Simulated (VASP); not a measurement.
These are vdW-DF2, VASP's PBE PAW potentials (set 64) (plane waves; VASP) values and carry that method's errors.

VASP input:

KPOINTS:
```
Regular mesh
0
G
10 10 10
0 0 0
```

### INCAR
```
! general
SYSTEM  =GaSb
PREC    =Accurate
ENCUT   =520
LREAL   =.FALSE.
LASPH   =.TRUE.

! electronic loop
EDIFF   =1E-7
NELM    =100
ALGO    =Normal
LMAXMIX =4

! smearing
ISMEAR  =1
SIGMA   =0.1

! functional
GGA     =ML
LUSE_VDW=.TRUE.
AGGAC   =0.0
ZAB_VDW =-1.8867

! ions
ISIF    =2

! output
LWAVE   =.FALSE.
LCHARG  =.FALSE.
```

**POSCAR**
```
GaSb
1
    0.0000000000     3.2068187291     3.2068187291
    3.2068187291     0.0000000000     3.2068187291
    3.2068187291     3.2068187291     0.0000000000
Ga Sb
1 1
Direct
  0.0000000000   0.0000000000   0.0000000000
  0.2500000000   0.2500000000   0.2500000000
```

POTCAR, in this order: Ga_d Sb (PBE.64 set). Program: vasp_std.

Unless said otherwise, spin-orbit coupling is left out, though it shifts the bands of the heavy elements here.

Estimate the energy per atom (σ→0), band gap (on the k-mesh).

The energy per atom (σ→0) comes out as -0.696 eV/atom and the band gap (on the k-mesh) comes out as none (metal, semimetal or under 0.01 eV).

File OSZICAR:
```
...
DAV:   7    -0.139212539482E+01    0.19398E-01   -0.78756E-02  1387   0.214E+00    0.287E-01
DAV:   8    -0.139187660852E+01    0.24879E-03   -0.57303E-03  1495   0.832E-01    0.649E-02
DAV:   9    -0.139195627332E+01   -0.79665E-04   -0.78645E-04  1322   0.331E-01    0.380E-02
DAV:  10    -0.139197175119E+01   -0.15478E-04   -0.93175E-05  1357   0.956E-02    0.819E-03
DAV:  11    -0.139197265852E+01   -0.90733E-06   -0.96590E-06  1482   0.240E-02    0.638E-03
DAV:  12    -0.139197302871E+01   -0.37019E-06   -0.14067E-06  1285   0.106E-02    0.117E-03
DAV:  13    -0.139197303272E+01   -0.40131E-08   -0.86077E-08   873   0.325E-03
   1 F= -.13919730E+01 E0= -.13920545E+01  d E =0.244334E-03
```

The compound is GaSb in the zinc blende structure. It was relaxed first, which changed the volume by +16 %.
